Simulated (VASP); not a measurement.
Given:

```
CELL_PARAMETERS angstrom
      3.19981     0.00000     0.00000
     -1.59991     2.77112     0.00000
      0.00000     0.00000     6.55438
ATOMIC_POSITIONS crystal
  Zr 0.33333 0.66667 0.03331
  Zr 0.66667 0.33333 0.53331
  O  0.33333 0.66667 0.34169
  O  0.66667 0.33333 0.84169
```

Computed with PBEsol GGA, VASP's PBE PAW potentials (set 64) (plane waves; VASP). Run with 520 eV cut-off, 12×12×5 Γ-centred mesh, tetrahedra with Blöchl corrections, potentials Zr_sv O.

Question: What does the run give for the energy per atom (σ→0), band gap (on the k-mesh) with the smallest direct gap where there is one?

Answer: 
```
Quantity                                                     Value
------------------------  ----------------------------------------
band gap (on the k-mesh)  none (metal, semimetal or under 0.01 eV)
energy per atom (σ→0)                               -9.495 eV/atom
```

The absolute energy has meaning only against runs of the same code, potentials and settings.

The structure was generated: ZrO was put into the wurtzite type (P6_3mc), which need not be its known phase. It was relaxed first, which changed the volume by -33 %.
